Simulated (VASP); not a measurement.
VASP ran on this input.

KPOINTS:
```
Automatic
0
G
9 9 9
0 0 0
```

File POSCAR:
```
HfO2
2.5166470
  0.0000000000   1.0000000581   1.0000000581
  1.0000000581   0.0000000000   1.0000000581
  1.0000000581   1.0000000581   0.0000000000
Hf O
1 2
Cartesian
  0.0000000000   0.0000000000   0.0000000000
  0.5000000290   0.5000000290   0.5000000290
  1.5000000871   1.5000000871   1.5000000871
```

INCAR:
```
# general
SYSTEM   = HfO2
PREC     = Accurate
ENCUT    = 520
LREAL    = .FALSE.
LASPH    = .TRUE.

# electronic loop
EDIFF    = 1E-7
NELM     = 100
ALGO     = Normal
LMAXMIX  = 6

# smearing
ISMEAR   = -5

# functional
GGA      = CX
LUSE_VDW = .TRUE.
AGGAC    = 0.0

# ions
ISIF     = 2

# output
LWAVE    = .FALSE.
LCHARG   = .TRUE.
LORBIT   = 11
NEDOS    = 601

# other
LEFG     = .TRUE.
```

POTCAR, in this order: Hf_pv O (PBE.64 set). Program: vasp_std.

Task: Write an equivalent input for Quantum ESPRESSO's pw.x.

Result: One equivalent input (not run):
```
&CONTROL
  calculation = 'scf'
  pseudo_dir = './pseudo'
  outdir = './out'
  tprnfor = .true.
  tstress = .true.
/
&SYSTEM
  ibrav = 0
  nat = 3
  ntyp = 2
  ecutwfc = 84
  occupations = 'tetrahedra'
  input_dft = 'vdw-df-cx'
/
&ELECTRONS
  conv_thr = 7.3e-09
  electron_maxstep = 100
/
ATOMIC_SPECIES
  Hf 178.490 Hf.upf
  O 15.999 O.upf
CELL_PARAMETERS angstrom
    -0.0000000    2.5166471    2.5166471
     2.5166471   -0.0000000    2.5166471
     2.5166471    2.5166471    0.0000000
ATOMIC_POSITIONS crystal
  Hf   0.0000000  0.0000000  0.0000000
  O    0.2500000  0.2500000  0.2500000
  O    0.7500000  0.7500000  0.7500000
K_POINTS automatic
  9 9 9 0 0 0
```
Limits of the translation: the potentials are each code's own (VASP's PAW set, PseudoDojo norm-conserving files in pw.x), so ENCUT and ecutwfc are chosen apart and not converted; conv_thr bounds pw.x's estimated SCF error, while EDIFF bounds the energy change between steps; the field gradients of LEFG aren't asked of the other code.

The compound is HfO2 in the fluorite structure, the high-temperature cubic form, which is unstable at 0 K; the monoclinic form is the stable one. It was relaxed first.
